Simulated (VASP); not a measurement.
Output of a VASP run:

OUTCAR:
```
 ion  position               nearest neighbor table
   1  0.000  0.000  0.000-   3 1.90   6 1.90   5 1.91   4 1.91   4 1.91   5 1.91
   2  0.500  0.500  0.500-   4 1.90   5 1.90   3 1.91   6 1.91   3 1.91   6 1.91
   3  0.303  0.303  0.000-   1 1.90   2 1.91   2 1.91
   4  0.803  0.197  0.500-   2 1.90   1 1.91   1 1.91
   5  0.197  0.803  0.500-   2 1.90   1 1.91   1 1.91
   6  0.697  0.697  0.000-   1 1.90   2 1.91   2 1.91
  LATTYP: Found a simple tetragonal cell.
 ALAT       =     4.4415637057
 C/A-ratio  =     0.6565211181
 Subroutine PRICEL returns:
 Original cell was already a primitive cell.
 Subroutine GETGRP returns: Found 16 space group operations
The static configuration has the point symmetry D_2h.
 The point group associated with its full space group is D_4h.
The dynamic configuration has the point symmetry D_2h.
The overall configuration has the point symmetry D_2h.
 Subroutine INISYM returns: Found 16 space group operations
 Subroutine IBZKPT returns following result:
 Found     60 irreducible k-points:

 Following reciprocal coordinates:
            Coordinates               Weight
  0.000000  0.000000  0.000000      1.000000
  0.142857  0.000000  0.000000      4.000000
  0.285714  0.000000  0.000000      4.000000
  0.428571  0.000000  0.000000      4.000000
  0.142857  0.142857  0.000000      4.000000
  0.285714  0.142857  0.000000      8.000000
  0.428571  0.142857  0.000000      8.000000
  0.285714  0.285714  0.000000      4.000000
  0.428571  0.285714  0.000000      8.000000
  0.428571  0.428571  0.000000      4.000000
  0.000000  0.000000  0.090909      2.000000
  0.142857  0.000000  0.090909      8.000000
  0.285714  0.000000  0.090909      8.000000
  0.428571  0.000000  0.090909      8.000000
  0.142857  0.142857  0.090909      8.000000
  0.285714  0.142857  0.090909     16.000000
  0.428571  0.142857  0.090909     16.000000
  0.285714  0.285714  0.090909      8.000000
  0.428571  0.285714  0.090909     16.000000
  0.428571  0.428571  0.090909      8.000000
  0.000000  0.000000  0.181818      2.000000
  0.142857  0.000000  0.181818      8.000000
  0.285714  0.000000  0.181818      8.000000
  0.428571  0.000000  0.181818      8.000000
  0.142857  0.142857  0.181818      8.000000
  0.285714  0.142857  0.181818     16.000000
  0.428571  0.142857  0.181818     16.000000
  0.285714  0.285714  0.181818      8.000000
  0.428571  0.285714  0.181818     16.000000
  0.428571  0.428571  0.181818      8.000000
  0.000000  0.000000  0.272727      2.000000
  0.142857  0.000000  0.272727      8.000000
  0.285714  0.000000  0.272727      8.000000
  0.428571  0.000000  0.272727      8.000000
  0.142857  0.142857  0.272727      8.000000
  0.285714  0.142857  0.272727     16.000000
  0.428571  0.142857  0.272727     16.000000
  0.285714  0.285714  0.272727      8.000000
  0.428571  0.285714  0.272727     16.000000
  0.428571  0.428571  0.272727      8.000000
   k-points           NKPTS =     60   k-points in BZ     NKDIM =     60   number of bands    NBANDS=     30
   number of dos      NEDOS =    301   number of ions     NIONS =      6
   total plane-waves  NPLWV =  31104
   dimension x,y,z NGX =    36 NGY =   36 NGZ =   24
   dimension x,y,z NGXF=    72 NGYF=   72 NGZF=   48
   ions per type =               2   4
   PREC   = accura    normal or accurate (medium, high low for compatibility)
   ISTART =      0    job   : 0-new  1-cont  2-samecut
   ICHARG =      2    charge: 1-file 2-atom 10-const
   ISPIN  =      2    spin polarized calculation?
   LNONCOLLINEAR =      F non collinear calculations
   LSORBIT =      F    spin-orbit coupling
   INIWAV =      1    electr: 0-lowe 1-rand  2-diag
   ENCUT  =  520.0 eV  38.22 Ry    6.18 a.u.   8.26  8.26  5.42*2*pi/ulx,y,z
   NELM   =    100;   NELMIN=  2; NELMDL= -5     # of ELM steps
   EDIFF  = 0.1E-06   stopping-criterion for ELM
   LREAL  =      F    real-space projection
...
```

File OSZICAR:
```
...
DAV:   3    -0.694020189582E+02   -0.70875E+02   -0.69444E+02  8534   0.174E+02
DAV:   4    -0.713429896079E+02   -0.19410E+01   -0.18574E+01  8522   0.284E+01
DAV:   5    -0.713949652214E+02   -0.51976E-01   -0.51936E-01  9244   0.458E+00    0.356E+01
DAV:   6    -0.652910111507E+02    0.61040E+01   -0.16841E+02  8452   0.103E+02    0.418E+01
DAV:   7    -0.581735715010E+02    0.71174E+01   -0.10613E+02  8834   0.105E+02    0.166E+01
DAV:   8    -0.562834235343E+02    0.18901E+01   -0.70216E+00  7868   0.221E+01    0.815E+00
DAV:   9    -0.555200154377E+02    0.76341E+00   -0.28972E+00  9594   0.145E+01    0.215E+00
DAV:  10    -0.555340869921E+02   -0.14072E-01   -0.18118E-01  7938   0.343E+00    0.123E+00
DAV:  11    -0.555273049332E+02    0.67821E-02   -0.37293E-02  9204   0.188E+00    0.620E-01
DAV:  12    -0.555261897337E+02    0.11152E-02   -0.66983E-03  8982   0.524E-01    0.335E-01
DAV:  13    -0.555256047295E+02    0.58500E-03   -0.15530E-03  9708   0.371E-01    0.165E-01
DAV:  14    -0.555255442778E+02    0.60452E-04   -0.86632E-04  9254   0.293E-01    0.727E-02
DAV:  15    -0.555255286727E+02    0.15605E-04   -0.75829E-05  8982   0.657E-02    0.418E-02
DAV:  16    -0.555255193139E+02    0.93588E-05   -0.24050E-05  9844   0.445E-02    0.156E-02
DAV:  17    -0.555255179080E+02    0.14059E-05   -0.48467E-06 10020   0.187E-02    0.563E-03
DAV:  18    -0.555255177734E+02    0.13455E-06   -0.11702E-06  9280   0.785E-03    0.276E-03
DAV:  19    -0.555255177809E+02   -0.74688E-08   -0.54560E-08  4956   0.183E-03
   1 F= -.55525518E+02 E0= -.55525160E+02  d E =-.555255E+02  mag=     4.0000
       N       E                     dE             d eps       ncg     rms          rms(c)
DAV:   1    -0.555447223880E+02   -0.19205E-01   -0.29979E+00  7200   0.121E+01    0.114E+00
DAV:   2    -0.555388584175E+02    0.58640E-02   -0.10081E-01  8988   0.258E+00    0.919E-01
DAV:   3    -0.555351791782E+02    0.36792E-02   -0.16261E-02  9526   0.128E+00    0.533E-01
DAV:   4    -0.555331854909E+02    0.19937E-02   -0.98611E-03  9960   0.836E-01    0.560E-01
DAV:   5    -0.555331281926E+02    0.57298E-04   -0.11921E-03  8896   0.324E-01    0.303E-01
DAV:   6    -0.555330286902E+02    0.99502E-04   -0.18374E-04 10050   0.115E-01    0.257E-01
DAV:   7    -0.555329954013E+02    0.33289E-04   -0.11478E-04 10104   0.814E-02    0.494E-02
DAV:   8    -0.555329955184E+02   -0.11713E-06   -0.76172E-06  9676   0.183E-02    0.101E-02
DAV:   9    -0.555329953603E+02    0.15811E-06   -0.10014E-06  9092   0.664E-03    0.421E-03
DAV:  10    -0.555329953521E+02    0.82018E-08   -0.10088E-07  5074   0.203E-03
   2 F= -.55532995E+02 E0= -.55532626E+02  d E =-.747757E-02  mag=     4.0000
       N       E                     dE             d eps       ncg     rms          rms(c)
DAV:   1    -0.555336660386E+02   -0.67068E-03   -0.11359E-01  7218   0.235E+00    0.224E-01
DAV:   2    -0.555334296186E+02    0.23642E-03   -0.38204E-03  8946   0.506E-01    0.181E-01
DAV:   3    -0.555332915038E+02    0.13811E-03   -0.63634E-04  9544   0.254E-01    0.104E-01
DAV:   4    -0.555332156766E+02    0.75827E-04   -0.38034E-04 10074   0.163E-01    0.109E-01
DAV:   5    -0.555332133890E+02    0.22876E-05   -0.45483E-05  8966   0.636E-02    0.595E-02
DAV:   6    -0.555332095933E+02    0.37956E-05   -0.72899E-06  9918   0.232E-02    0.510E-02
DAV:   7    -0.555332083309E+02    0.12624E-05   -0.45421E-06 10028   0.164E-02    0.997E-03
DAV:   8    -0.555332083367E+02   -0.57407E-08   -0.27685E-07  6680   0.360E-03
   3 F= -.55533208E+02 E0= -.55532833E+02  d E =-.769056E-02  mag=     4.0000
```

OUTCAR:
```
------------------------ aborting loop because EDIFF is reached ----------------------------------------
  FORCE on cell =-STRESS in cart. coord.  units (eV):
  Direction    XX          YY          ZZ          XY          YZ          ZX
  --------------------------------------------------------------------------------------
  Total       -4.9994817     -4.9994817     -5.0663669      0.0000000      0.0000000      0.0000000
  in kB     -139.2448624   -139.2448624   -141.1077388      0.0000000      0.0000000      0.0000000
  external PRESSURE =    -139.8658212 kB  Pullay stress =       0.0000000 kB
  volume of cell :       57.52
      direct lattice vectors                 reciprocal lattice vectors
     4.456268789  0.000000000  0.000000000     0.224402981  0.000000000  0.000000000
    -0.000000000  4.456268789  0.000000000    -0.000000000  0.224402981  0.000000000
     0.000000000  0.000000000  2.896767443     0.000000000  0.000000000  0.345212386
 POSITION                                       TOTAL-FORCE (eV/Angst)
 -----------------------------------------------------------------------------------
     -0.00000      0.00000      0.00000        -0.000000      0.000000      0.000000
      2.22813      2.22813      1.44838         0.000000      0.000000      0.000000
      1.35768      1.35768      0.00000        -0.006640     -0.006640      0.000000
      3.58581      0.87046      1.44838        -0.006640      0.006640     -0.000000
      0.87046      3.58581      1.44838         0.006640     -0.006640      0.000000
      3.09859      3.09859      0.00000         0.006640      0.006640     -0.000000
 -----------------------------------------------------------------------------------
    total drift:                                0.000000      0.000000      0.000000
  FREE ENERGIE OF THE ION-ELECTRON SYSTEM (eV)
  ---------------------------------------------------
  free  energy   TOTEN  =       -55.5332083367 eV

  energy  without entropy=      -55.5320834223  energy(sigma->0) =      -55.53283337

 total charge

# of ion       s       p       d       tot
------------------------------------------
    1        0.357   6.464   4.052  10.873
    2        0.357   6.464   4.052  10.873
    3        1.559   3.434   0.000   4.993
    4        1.559   3.434   0.000   4.993
    5        1.559   3.434   0.000   4.993
    6        1.559   3.434   0.000   4.993
--------------------------------------------------
tot          6.951  26.665   8.103  41.719

 magnetization (x)

# of ion       s       p       d       tot
------------------------------------------
    1        0.025   0.025   1.971   2.021
    2        0.025   0.025   1.971   2.021
    3       -0.002  -0.042   0.000  -0.044
    4       -0.002  -0.042   0.000  -0.044
    5       -0.002  -0.042   0.000  -0.044
    6       -0.002  -0.042   0.000  -0.044
--------------------------------------------------
tot          0.041  -0.115   3.942   3.867

 reached required accuracy - stopping structural energy minimisation
```
(Selected blocks of OUTCAR.)

### POSCAR
```
CrO2
1
    4.4415637057     0.0000000000     0.0000000000
    0.0000000000     4.4415637057     0.0000000000
    0.0000000000     0.0000000000     2.9159803701
Cr O
2 4
Direct
  0.0000000000   1.0000000000   0.0000000000
  0.5000000000   0.5000000000   0.5000000000
  0.3029228866   0.3029228866   0.0000000000
  0.8029228866   0.1970771134   0.5000000000
  0.1970771134   0.8029228866   0.5000000000
  0.6970771134   0.6970771134   1.0000000000
```

Problem. Reconstruct the remaining input files.

Solution. This is not unique; one that fits is the input of the run itself, LDA (Ceperley-Alder, Perdew-Zunger), plane waves, VASP's LDA PAW potentials (set 64).

### INCAR
```
# general
SYSTEM  = CrO2
PREC    = Accurate
ENCUT   = 520
LREAL   = .FALSE.
LASPH   = .TRUE.

# electronic loop
EDIFF   = 1E-7
NELM    = 100
ALGO    = Normal
LMAXMIX = 4

# smearing
ISMEAR  = 1
SIGMA   = 0.1

# spin
ISPIN   = 2
MAGMOM  = 2.0 2.0 -0.0 -0.0 -0.0 -0.0

# ions
IBRION  = 2
NSW     = 30
ISIF    = 4
EDIFFG  = -0.01

# output
LWAVE   = .FALSE.
LCHARG  = .FALSE.
LORBIT  = 10
```

File KPOINTS:
```
Regular mesh
0
G
7 7 11
```

POTCAR, in this order: Cr_pv O (LDA.64 set). Program: vasp_std.

The moments were started parallel, and other spin orders were not tried in this run.

The compound is CrO2 in the rutile structure. This cell is one point of a volume scan, at 1.06 of the reference volume. Symmetry was kept, so distortions that lower it aren't found.
